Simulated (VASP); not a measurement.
All values below come from optB88-vdW, VASP's PBE PAW potentials (set 64) (plane waves; VASP).

A VASP calculation is set up with these files.

**INCAR**
```
SYSTEM = Ni
PREC = Accurate
ENCUT = 520
EDIFF = 1E-6
NELM = 100
ALGO = Normal
LREAL = .FALSE.
LASPH = .TRUE.
ISMEAR = 1
SIGMA = 0.1
GGA = BO
PARAM1 = 0.1833333333
PARAM2 = 0.22
LUSE_VDW = .TRUE.
AGGAC = 0.0
LMAXMIX = 4
ISPIN = 2
MAGMOM = 0.8
LORBIT = 10
LWAVE = .FALSE.
LCHARG = .FALSE.
IBRION = 2
ISIF = 3
NSW = 60
EDIFFG = -0.01
```

KPOINTS:
```
kpoints
0
G
  16 16 16
```

File POSCAR:
```
Ni
1.0
  0.0000000000   1.7600000000   1.7600000000
  1.7600000000   0.0000000000   1.7600000000
  1.7600000000   1.7600000000   0.0000000000
Ni
1
Cartesian
  0.0000000000   0.0000000000   0.0000000000
```

POTCAR, in this order: Ni (PBE.64 set). Program: vasp_std.

Output of the run:

OSZICAR:
```
       N       E                     dE             d eps       ncg     rms          rms(c)
DAV:   1     0.252592592077E+02    0.25259E+02   -0.48647E+03  5372   0.143E+03
DAV:   2    -0.308638789887E+01   -0.28346E+02   -0.27224E+02  5278   0.164E+02
DAV:   3    -0.353037831576E+01   -0.44399E+00   -0.44279E+00  6056   0.269E+01
DAV:   4    -0.353461963350E+01   -0.42413E-02   -0.42405E-02  6096   0.231E+00
DAV:   5    -0.353473315364E+01   -0.11352E-03   -0.11352E-03  6056   0.324E-01    0.922E+00
DAV:   6    -0.297588950995E+01    0.55884E+00   -0.14550E+01  5475   0.621E+01    0.562E+00
DAV:   7    -0.267972406470E+01    0.29617E+00   -0.25563E+00  5512   0.245E+01    0.181E+00
DAV:   8    -0.266482900514E+01    0.14895E-01   -0.16692E-02  7456   0.149E+00    0.881E-01
DAV:   9    -0.266262945667E+01    0.21995E-02   -0.15147E-03  7620   0.385E-01    0.231E-01
DAV:  10    -0.266213741891E+01    0.49204E-03   -0.53521E-04  7087   0.210E-01    0.268E-02
DAV:  11    -0.266213683006E+01    0.58886E-06   -0.23766E-05  6632   0.515E-02    0.288E-02
DAV:  12    -0.266213790515E+01   -0.10751E-05   -0.72473E-07  3178   0.124E-02    0.611E-03
DAV:  13    -0.266213769490E+01    0.21025E-06   -0.19270E-07  2682   0.653E-03
   1 F= -.26621377E+01 E0= -.26622185E+01  d E =-.266214E+01  mag=     0.5813
       N       E                     dE             d eps       ncg     rms          rms(c)
DAV:   1    -0.272480207893E+01   -0.62664E-01   -0.10137E+00  5434   0.171E+01    0.210E+00
DAV:   2    -0.268333009828E+01    0.41472E-01   -0.96269E-01  5462   0.152E+01    0.114E+00
DAV:   3    -0.266373130924E+01    0.19599E-01   -0.15317E-01  5420   0.623E+00    0.332E-01
DAV:   4    -0.266239399287E+01    0.13373E-02   -0.11303E-03  6130   0.270E-01    0.174E-01
DAV:   5    -0.266219812643E+01    0.19587E-03   -0.36654E-04  7073   0.145E-01    0.384E-02
DAV:   6    -0.266220502588E+01   -0.68994E-05   -0.91511E-06  5900   0.472E-02    0.210E-02
DAV:   7    -0.266220475605E+01    0.26983E-06   -0.25234E-06  4113   0.250E-02
   2 F= -.26622048E+01 E0= -.26622722E+01  d E =-.670612E-04  mag=     0.5781
       N       E                     dE             d eps       ncg     rms          rms(c)
DAV:   1    -0.267854491704E+01   -0.16340E-01   -0.25013E-01  5430   0.862E+00    0.108E+00
DAV:   2    -0.266881758909E+01    0.97273E-02   -0.25794E-01  5461   0.766E+00    0.615E-01
DAV:   3    -0.266308950393E+01    0.57281E-02   -0.43098E-02  5420   0.332E+00    0.163E-01
DAV:   4    -0.266278833414E+01    0.30117E-03   -0.18915E-04  5667   0.146E-01    0.977E-02
DAV:   5    -0.266274590335E+01    0.42431E-04   -0.82591E-05  6945   0.686E-02    0.187E-02
DAV:   6    -0.266274850171E+01   -0.25984E-05   -0.72568E-06  3938   0.326E-02    0.853E-03
DAV:   7    -0.266274924610E+01   -0.74439E-06   -0.17563E-06  2706   0.238E-02
   3 F= -.26627492E+01 E0= -.26628223E+01  d E =-.611551E-03  mag=     0.5797
```

**OUTCAR**
```
------------------------ aborting loop because EDIFF is reached ----------------------------------------
  FORCE on cell =-STRESS in cart. coord.  units (eV):
  Direction    XX          YY          ZZ          XY          YZ          ZX
  --------------------------------------------------------------------------------------
  Total        0.0057932      0.0057932      0.0057932      0.0000000      0.0000000      0.0000000
  in kB        0.8592561      0.8592561      0.8592561      0.0000000      0.0000000      0.0000000
  external PRESSURE =       0.8592561 kB  Pullay stress =       0.0000000 kB
  volume of cell :       10.80
      direct lattice vectors                 reciprocal lattice vectors
    -0.000000000  1.754518179  1.754518179    -0.284978523  0.284978523  0.284978523
     1.754518179  0.000000000  1.754518179     0.284978523 -0.284978523  0.284978523
     1.754518179  1.754518179  0.000000000     0.284978523  0.284978523 -0.284978523
 POSITION                                       TOTAL-FORCE (eV/Angst)
 -----------------------------------------------------------------------------------
      0.00000      0.00000      0.00000         0.000000      0.000000      0.000000
 -----------------------------------------------------------------------------------
    total drift:                               -0.000000     -0.000000     -0.000000
  FREE ENERGIE OF THE ION-ELECTRON SYSTEM (eV)
  ---------------------------------------------------
  free  energy   TOTEN  =        -2.6627492461 eV

  energy  without entropy=       -2.6629685034  energy(sigma->0) =       -2.66282233

 total charge

# of ion       s       p       d       tot
------------------------------------------
    1        0.501   0.494   8.355   9.350

 magnetization (x)

# of ion       s       p       d       tot
------------------------------------------
    1       -0.006  -0.021   0.615   0.588

 reached required accuracy - stopping structural energy minimisation
```
(Selected blocks of OUTCAR.)

File CONTCAR:
```
Ni
   1.00000000000000
    -0.0000000000000000    1.7545181791525568    1.7545181791525568
     1.7545181791525568    0.0000000000000000    1.7545181791525568
     1.7545181791525568    1.7545181791525568    0.0000000000000000
  Ni
     1
Direct
     0.0000000000000000    0.0000000000000000    0.0000000000000000
```

The compound is Ni in the fcc structure. This run relaxes it. Symmetry was kept, so distortions that lower it aren't found.
